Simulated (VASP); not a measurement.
Level of theory: RPBE GGA, VASP's PBE PAW potentials (set 64) (plane waves; VASP 6.6.1).

Input for VASP

INCAR:
```
SYSTEM = Sc
PREC = Accurate
ENCUT = 520
EDIFF = 1E-6
NELM = 100
ALGO = Normal
LREAL = .FALSE.
LASPH = .TRUE.
ISMEAR = 1
SIGMA = 0.1
GGA = RP
LMAXMIX = 4
LWAVE = .FALSE.
LCHARG = .FALSE.
IBRION = 2
ISIF = 3
NSW = 60
EDIFFG = -0.01
```

File POSCAR:
```
Sc
1.0
  1.6793352607  -2.9086939042   0.0000000000
  1.6793352607   2.9086939042   0.0000000000
  0.0000000000   0.0000000000   5.2359704207
Sc
2
Direct
  0.3333330000   0.6666670000   0.2500000000
  0.6666670000   0.3333330000   0.7500000000
```

File KPOINTS:
```
Automatic mesh
0
Gamma
11 11 7
0 0 0
```

POTCAR, in this order: Sc_sv (PBE.64 set). Program: vasp_std.

Output

File OSZICAR:
```
       N       E                     dE             d eps       ncg     rms          rms(c)
DAV:   1     0.386772941070E+03    0.38677E+03   -0.11059E+04  1920   0.154E+03
DAV:   2     0.107348357830E+02   -0.37604E+03   -0.37061E+03  2661   0.663E+02
DAV:   3    -0.128530233455E+02   -0.23588E+02   -0.23045E+02  3124   0.189E+02
DAV:   4    -0.132527791972E+02   -0.39976E+00   -0.39494E+00  2945   0.250E+01
DAV:   5    -0.132624873421E+02   -0.97081E-02   -0.96953E-02  3195   0.353E+00    0.727E+00
DAV:   6    -0.120324106141E+02    0.12301E+01   -0.29786E+00  2410   0.224E+01    0.218E+00
DAV:   7    -0.118884046848E+02    0.14401E+00   -0.72319E-01  2522   0.102E+01    0.925E-01
DAV:   8    -0.118819734455E+02    0.64312E-02   -0.35832E-02  2642   0.275E+00    0.272E-01
DAV:   9    -0.118800257590E+02    0.19477E-02   -0.11301E-02  2568   0.135E+00    0.263E-02
DAV:  10    -0.118800606871E+02   -0.34928E-04   -0.23419E-04  3256   0.243E-01    0.132E-02
DAV:  11    -0.118800515550E+02    0.91322E-05   -0.10760E-05  3014   0.496E-02    0.358E-03
DAV:  12    -0.118800556221E+02   -0.40671E-05   -0.82872E-07  1660   0.123E-02    0.182E-03
DAV:  13    -0.118800552461E+02    0.37600E-06   -0.14610E-07  1527   0.689E-03
   1 F= -.11880055E+02 E0= -.11879847E+02  d E =-.118801E+02
       N       E                     dE             d eps       ncg     rms          rms(c)
DAV:   1    -0.118802514226E+02   -0.19580E-03   -0.13561E-02  2403   0.251E+00    0.978E-02
DAV:   2    -0.118801306377E+02    0.12078E-03   -0.12324E-03  2920   0.674E-01    0.470E-02
DAV:   3    -0.118800899798E+02    0.40658E-04   -0.12606E-04  3318   0.160E-01    0.153E-02
DAV:   4    -0.118800874635E+02    0.25163E-05   -0.10761E-05  2718   0.450E-02    0.481E-03
DAV:   5    -0.118800875759E+02   -0.11245E-06   -0.84750E-07  1513   0.178E-02
   2 F= -.11880088E+02 E0= -.11879907E+02  d E =-.323298E-04
```

### OUTCAR
```
------------------------ aborting loop because EDIFF is reached ----------------------------------------
  FORCE on cell =-STRESS in cart. coord.  units (eV):
  Direction    XX          YY          ZZ          XY          YZ          ZX
  --------------------------------------------------------------------------------------
  Total        0.0134731      0.0134731     -0.0045926      0.0000000     -0.0000000     -0.0000000
  in kB        0.4216882      0.4216881     -0.1437412      0.0000000     -0.0000000     -0.0000000
  external PRESSURE =       0.2332117 kB  Pullay stress =       0.0000000 kB
  volume of cell :       51.19
      direct lattice vectors                 reciprocal lattice vectors
     1.680426002 -2.910583124  0.000000000     0.297543599 -0.171786882 -0.000000000
     1.680426002  2.910583124 -0.000000000     0.297543599  0.171786882  0.000000000
     0.000000000 -0.000000000  5.233066720     0.000000000  0.000000000  0.191092538
 POSITION                                       TOTAL-FORCE (eV/Angst)
 -----------------------------------------------------------------------------------
      1.68043      0.97020      1.30827        -0.000000     -0.000000      0.000000
      1.68043     -0.97020      3.92480         0.000000      0.000000      0.000000
 -----------------------------------------------------------------------------------
    total drift:                               -0.000130      0.000700     -0.000014
  FREE ENERGIE OF THE ION-ELECTRON SYSTEM (eV)
  ---------------------------------------------------
  free  energy   TOTEN  =       -11.8800875759 eV

  energy  without entropy=      -11.8795459814  energy(sigma->0) =      -11.87990704

 reached required accuracy - stopping structural energy minimisation
```
(Selected blocks of OUTCAR.)

**CONTCAR**
```
Sc
   1.00000000000000
     1.6804260023402739   -2.9105831239629838    0.0000000000000000
     1.6804260023402739    2.9105831239629838   -0.0000000000000000
     0.0000000000000000   -0.0000000000000000    5.2330667199271685
  Sc
     2
Direct
     0.3333330000000032    0.6666669999999968    0.2500000000000000
     0.6666669999999968    0.3333330000000032    0.7500000000000000
```

**OUTCAR**
```
 val. band max:        3.5724807167   @ k =   0.3636  -0.0000   0.1429

 cond. band min:       3.6049783206   @ k =   0.1818   0.0909   0.2857


 Fermi energy:         3.5838043649

 k-point     1 :       0.0000    0.0000    0.0000
  band No.  band energies     occupation
      1     -46.0845      2.00000
      2     -46.0252      2.00000
      3     -24.8089      2.00000
      4     -24.5197      2.00000
      5     -24.5197      2.00000
      6     -24.4613      2.00000
      7     -24.4613      2.00000
      8     -24.4307      2.00000
      9      -1.4843      2.00000
     10       2.0041      2.00000
     11       4.0803     -0.00000
     12       5.1376     -0.00000
     13       5.1376     -0.00000
     14       5.3864     -0.00000
     15       5.5634     -0.00000

 k-point     2 :       0.0909   -0.0000    0.0000
  band No.  band energies     occupation
      1     -46.0814      2.00000
      2     -46.0242      2.00000
      3     -24.7996      2.00000
      4     -24.5371      2.00000
      5     -24.5258      2.00000
      6     -24.4797      2.00000
      7     -24.4635      2.00000
      8     -24.4352      2.00000
      9      -1.3114      2.00000
     10       2.1463      2.00000
     11       3.9430     -0.00000
     12       4.8553     -0.00000
     13       5.2607     -0.00000
     14       5.4508     -0.00000
     15       5.5907      0.00000

 k-point     3 :       0.1818    0.0000    0.0000
  band No.  band energies     occupation
      1     -46.0726      2.00000
      2     -46.0216      2.00000
      3     -24.7733      2.00000
      4     -24.5843      2.00000
      5     -24.5416      2.00000
      6     -24.5279      2.00000
      7     -24.4701      2.00000
      8     -24.4485      2.00000
      9      -0.8113      2.00000
     10       2.5163      2.00000
     11       3.6389      0.20653
     12       4.3845     -0.00000
     13       5.2046     -0.00000
     14       5.4415     -0.00000
     15       5.4845     -0.00000
...
```

The compound is Sc in the hcp structure. This run relaxes it. Symmetry was kept, so distortions that lower it aren't found. The start is the result of an earlier pass.
